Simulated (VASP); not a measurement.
NaI (rock salt):

```yaml
crystal:
  lattice:
    - [0.00000, 3.23500, 3.23500]
    - [3.23500, 0.00000, 3.23500]
    - [3.23500, 3.23500, 0.00000]
  atoms:
    - { symbol: Na, position: [0.00000, 0.00000, 0.00000] }
    - { symbol: I, position: [0.50000, 0.50000, 0.50000] }
```

The lowest empty band near Γ, direction [100], from PBE with spin-orbit coupling in VASP (PAW); its two spin partners are averaged. The gap over the points computed is 3.31 eV, and the next band on that side lies 4.27 eV away at the edge.

Run with 400 eV cut-off, 8×8×8 Γ-centred mesh, Gaussian smearing of 0.050 eV, potentials Na_pv I.

```json
[
 {"distance from the edge in k (1/Å)": "0.018", "distance in energy (meV)": "4.6"},
 {"distance from the edge in k (1/Å)": "0.025", "distance in energy (meV)": "9.0"},
 {"distance from the edge in k (1/Å)": "0.035", "distance in energy (meV)": "17.6"},
 {"distance from the edge in k (1/Å)": "0.050", "distance in energy (meV)": "35.7"},
 {"distance from the edge in k (1/Å)": "0.070", "distance in energy (meV)": "69.3"}
]
```

**Question.** Fit E(1 + αE) = ħ²k²/2m* (ħ²/2m0 = 3.810 eV Å²) and predict the row at 0.095 1/Å.

**Answer.** Least squares on the energies gives the electron mass m* = 0.264 m0 and α = 0.29 per eV, and so 125.6 meV. The run gave 125.8 meV, +0.2 meV from the fit.

Left out are points under 3 meV from the edge, since the levels carry 0.1 meV, and points farther than half the way to the next band.

The compound is NaI in the rock salt structure. The cell was not relaxed at this level.
